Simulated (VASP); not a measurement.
# Relaxed cell of Sn: a test of cutoff and mesh, part 2 of 2

Aim: test the relaxed volume of Sn against cutoff and mesh. The starting structure is a measured crystal structure from the Crystallography Open Database. The first relaxation on each setting starts from this cell expanded by 3 % in volume.

VASP 6.6.1.

Results so far: reference 26.87 Å³ an atom; a cutoff of 240 eV 26.52 Å³ an atom; a 9×9×9 mesh 26.89 Å³ an atom.

The database entry behind the starting cell differs from later determinations by our own check (about 0.15 % long, nanocrystals), so it need not match the best structure at ambient conditions.

**5. Relaxation with a cutoff of 600 eV**

Level of this step: PBEsol; plane waves and PAW (Sn_d) (VASP).

Against step 2 the input has ENCUT = 600. This run starts from the cell of an earlier relaxation, which isn't shown; the restart sets up the plane waves anew.

Contents of INCAR:

```
SYSTEM = Sn
PREC = Accurate
ENCUT = 600
EDIFF = 1E-06
NELM = 100
ISMEAR = 1
SIGMA = 0.15
LREAL = .FALSE.
ALGO = Normal
GGA = PS
NBANDS = 20
LORBIT = 11
LWAVE = .FALSE.
LCHARG = .FALSE.
KPAR = 4
IBRION = 2
NSW = 50
ISIF = 3
EDIFFG = -0.006
```

Contents of POSCAR:

```
Sn
1.0
   -2.9197835494      2.9197835494      1.5754185077
    2.9197835494     -2.9197835494      1.5754185077
    2.9197835494      2.9197835494     -1.5754185077
Sn
2
Direct
    0.7500000000      0.2500000000      0.5000000000
    0.0000000000      0.0000000000      0.0000000000
```

Contents of KPOINTS:

```
Automatic mesh
0
Gamma
16 16 16
0 0 0
```

PAW data sets: Sn_d (PBE family, release 64).

Command:

```bash
$ mpirun -np 4 vasp_std
```

Output:

```text
[... set-up lines as in an earlier step ...]
 entering main loop
       N       E                     dE             d eps       ncg     rms          rms(c)
DAV:   1     0.224809745009E+03    0.22481E+03   -0.15723E+04 14020   0.238E+03
DAV:   2     0.139814504041E+02   -0.21083E+03   -0.20716E+03 14008   0.481E+02
DAV:   3    -0.784642353054E+01   -0.21828E+02   -0.21610E+02 15692   0.142E+02
DAV:   4    -0.853993360797E+01   -0.69351E+00   -0.69264E+00 16096   0.276E+01
[...]
DAV:   8    -0.852348598855E+01    0.56553E-03   -0.21845E-03 17616   0.673E-01    0.331E-02
DAV:   9    -0.852349153821E+01   -0.55497E-05   -0.62952E-05 18980   0.737E-02    0.156E-02
DAV:  10    -0.852349067732E+01    0.86089E-06   -0.54407E-06 17036   0.301E-02
   1 F= -.85234907E+01 E0= -.85233831E+01  d E =-.852349E+01
[...]
N       E                     dE             d eps       ncg     rms          rms(c)
DAV:   1    -0.852362204493E+01   -0.13051E-03   -0.28739E-03 16728   0.811E-01    0.616E-02
DAV:   2    -0.852352052437E+01    0.10152E-03   -0.20418E-04 17416   0.231E-01    0.290E-02
DAV:   3    -0.852349176961E+01    0.28755E-04   -0.77393E-05 19180   0.136E-01    0.486E-03
DAV:   4    -0.852348947083E+01    0.22988E-05   -0.60128E-06 15664   0.299E-02    0.145E-03
DAV:   5    -0.852348920276E+01    0.26807E-06   -0.20732E-07  8460   0.634E-03
   2 F= -.85234892E+01 E0= -.85233844E+01  d E =0.147456E-05
 trial-energy change:    0.000001  1 .order   -0.000000   -0.000009    0.000009
 step:   0.5009(harm=  0.5009)  dis= 0.00000  next Energy=    -8.523493 (dE=-0.217E-05)
[...]
N       E                     dE             d eps       ncg     rms          rms(c)
DAV:   1    -0.852352360765E+01   -0.34137E-04   -0.71625E-04 16680   0.404E-01    0.307E-02
DAV:   2    -0.852349738977E+01    0.26218E-04   -0.50914E-05 17276   0.116E-01    0.145E-02
DAV:   3    -0.852349065997E+01    0.67298E-05   -0.19155E-05 18540   0.678E-02    0.249E-03
DAV:   4    -0.852349098633E+01   -0.32636E-06   -0.12768E-06  8876   0.148E-02
   3 F= -.85234910E+01 E0= -.85233848E+01  d E =-.309010E-06
[...]
reached required accuracy - stopping structural energy minimisation
```

The job ended after 2.6 min (4 MPI ranks of Intel Xeon Platinum 8259CL at 2.50GHz (Skylake/Cascade Lake), shared host; peak memory 2 GiB).

Parts of OUTCAR (step 5):

```text
  Total       -0.0077438     -0.0077438     -0.0058056      0.0000000      0.0000000      0.0000000
  in kB       -0.2308747     -0.2308747     -0.1730891      0.0000000      0.0000000      0.0000000
  external PRESSURE =      -0.2116129 kB  Pullay stress =       0.0000000 kB

 POSITION                                       TOTAL-FORCE (eV/Angst)
 -----------------------------------------------------------------------------------
      0.00000      2.91991      0.78788        -0.000000      0.000000     -0.000000
      0.00000     -0.00000      0.00000         0.000000     -0.000000      0.000000
 -----------------------------------------------------------------------------------
    total drift:                               -0.000000      0.000000     -0.000000

  FREE ENERGIE OF THE ION-ELECTRON SYSTEM (eV)
  ---------------------------------------------------
  free  energy   TOTEN  =        -8.5234909863 eV

  energy  without entropy=       -8.5231725117  energy(sigma->0) =       -8.52338483

[... 2 parts as in an earlier step ...]

[... 2 further parts left out ...]
[key lines of the parts left out:]
E-fermi :   7.9426
```

With a cutoff of 600 eV the cell ends at 26.870 Å³ an atom, -0.01 % from the reference.

**6. Relaxation with a 22×22×22 mesh**

Against step 2 the input has a 22×22×22 mesh. This run starts from the cell of an earlier relaxation, which isn't shown; the restart sets up the plane waves anew.

INCAR: that of step 5 with these lines changed.

```diff
@@ -2,3 +2,3 @@
 PREC = Accurate
-ENCUT = 600
+ENCUT = 450
 EDIFF = 1E-06
```

Contents of POSCAR:

```
Sn
1.0
   -2.9188659557      2.9188659557      1.5762874342
    2.9188659557     -2.9188659557      1.5762874342
    2.9188659557      2.9188659557     -1.5762874342
Sn
2
Direct
    0.7500000000      0.2500000000      0.5000000000
    0.0000000000      0.0000000000      0.0000000000
```

Contents of KPOINTS:

```
Automatic mesh
0
Gamma
22 22 22
0 0 0
```

Command:

```bash
$ mpirun -np 4 vasp_std
```

Output:

```text
[... set-up lines as in an earlier step ...]
 entering main loop
       N       E                     dE             d eps       ncg     rms          rms(c)
DAV:   1     0.207071815125E+03    0.20707E+03   -0.13512E+04 33768   0.202E+03
DAV:   2     0.117397014848E+02   -0.19533E+03   -0.19193E+03 33568   0.428E+02
DAV:   3    -0.794129524632E+01   -0.19681E+02   -0.19518E+02 37988   0.132E+02
DAV:   4    -0.854107978518E+01   -0.59978E+00   -0.59923E+00 37852   0.257E+01
[...]
DAV:   8    -0.852126427191E+01    0.56619E-03   -0.22063E-03 42116   0.673E-01    0.322E-02
DAV:   9    -0.852126977275E+01   -0.55008E-05   -0.62690E-05 44956   0.733E-02    0.147E-02
DAV:  10    -0.852126900574E+01    0.76701E-06   -0.52103E-06 39936   0.290E-02
   1 F= -.85212690E+01 E0= -.85212849E+01  d E =-.852127E+01
[...]
N       E                     dE             d eps       ncg     rms          rms(c)
DAV:   1    -0.852161162911E+01   -0.34186E-03   -0.72589E-03 39328   0.136E+00    0.994E-02
DAV:   2    -0.852134174048E+01    0.26989E-03   -0.49653E-04 40732   0.362E-01    0.452E-02
DAV:   3    -0.852127451378E+01    0.67227E-04   -0.18883E-04 46188   0.213E-01    0.643E-03
DAV:   4    -0.852126970259E+01    0.48112E-05   -0.10112E-05 39064   0.382E-02    0.199E-03
DAV:   5    -0.852126900640E+01    0.69618E-06   -0.31157E-07 20928   0.711E-03
   2 F= -.85212690E+01 E0= -.85212857E+01  d E =-.663476E-09
 trial-energy change:   -0.000000  1 .order   -0.000001   -0.000018    0.000017
 step:   0.5160(harm=  0.5160)  dis= 0.00000  next Energy=    -8.521274 (dE=-0.463E-05)
[...]
N       E                     dE             d eps       ncg     rms          rms(c)
DAV:   1    -0.852135130574E+01   -0.81603E-04   -0.16950E-03 39128   0.655E-01    0.481E-02
DAV:   2    -0.852128635357E+01    0.64952E-04   -0.11673E-04 40256   0.176E-01    0.219E-02
DAV:   3    -0.852127124867E+01    0.15105E-04   -0.43977E-05 44960   0.103E-01    0.319E-03
DAV:   4    -0.852127147698E+01   -0.22832E-06   -0.20998E-06 25040   0.183E-02
   3 F= -.85212715E+01 E0= -.85212878E+01  d E =-.247124E-05
[...]
reached required accuracy - stopping structural energy minimisation
```

Wall time 3.5 min (4 MPI ranks); peak memory 2.5 GiB; 11 min of CPU time.

Parts of OUTCAR (step 6):

```text
  Total       -0.0019016     -0.0019016      0.0004447      0.0000000      0.0000000      0.0000000
  in kB       -0.0566859     -0.0566859      0.0132570      0.0000000      0.0000000      0.0000000
  external PRESSURE =      -0.0333716 kB  Pullay stress =       0.0000000 kB

 POSITION                                       TOTAL-FORCE (eV/Angst)
 -----------------------------------------------------------------------------------
      0.00000      2.91923      0.78837        -0.000000      0.000000      0.000000
     -0.00000      0.00000      0.00000         0.000000     -0.000000     -0.000000
 -----------------------------------------------------------------------------------
    total drift:                                0.000000     -0.000000      0.000000

  FREE ENERGIE OF THE ION-ELECTRON SYSTEM (eV)
  ---------------------------------------------------
  free  energy   TOTEN  =        -8.5212714770 eV

  energy  without entropy=       -8.5213204730  energy(sigma->0) =       -8.52128781

[... 1 part as in an earlier step ...]

[... 3 further parts left out ...]
[key lines of the parts left out:]
E-fermi :   7.9243
```

With a 22×22×22 mesh the cell ends at 26.874 Å³ an atom, +0.01 % from the reference.

**7. The runs compared**

```csv
run,volume (Å³/atom),change (%),pressure left (GPa),core minutes
reference,26.872,-,0.0,20.0
a cutoff of 240 eV,26.519,-1.31,0.0,6.4
a 9×9×9 mesh,26.895,0.09,-0.01,3.61
a cutoff of 600 eV,26.87,-0.01,-0.02,31.2
a 22×22×22 mesh,26.874,0.01,0.0,41.9
```

Core minutes are wall time times ranks, summed over the relaxations behind a row (those for a bulk modulus apart), on shared hosts.

**8. Outcome**

```json
{
 "volume of the reference": "26.87 Å³/atom",
 "volume against the reference, a cutoff of 240 eV": "-1.31 %",
 "volume against the reference, a 9×9×9 mesh": "+0.09 %",
 "volume against the reference, a cutoff of 600 eV": "-0.01 %",
 "volume against the reference, a 22×22×22 mesh": "+0.01 %"
}
```

What this shows: The volume moves most with a cutoff of 240 eV: -1.31 % against the reference (450 eV, 16×16×16 mesh). On finer settings it changes by -0.01 % with a cutoff of 600 eV and +0.01 % with a 22×22×22 mesh. The relaxations stop with up to 0.02 GPa left, which at a bulk modulus of 50 GPa, to name a scale, is 0.04 % of the volume, and more along a soft axis. That understates it: a restart alone still moved the volume by up to 0.7 %. A cell that shrinks at the lower cutoff is the usual mark of Pulay stress, the error that a plane-wave basis makes when it is kept while the volume changes. Further runs on this material are not shown.

[Lines on the potential files, build, host, timing and source positions are cut from VASP's logs without a mark.]

[Logs are printed without paths, hosts, clocks, repeated set-up lines and the standing remarks that a program may print on its own settings, such as how far it seeks lower states.]

[Hosts, paths, dates, database ids (printed as entryN), source tags and the programs' standing remarks are cut or masked in the printed files.]
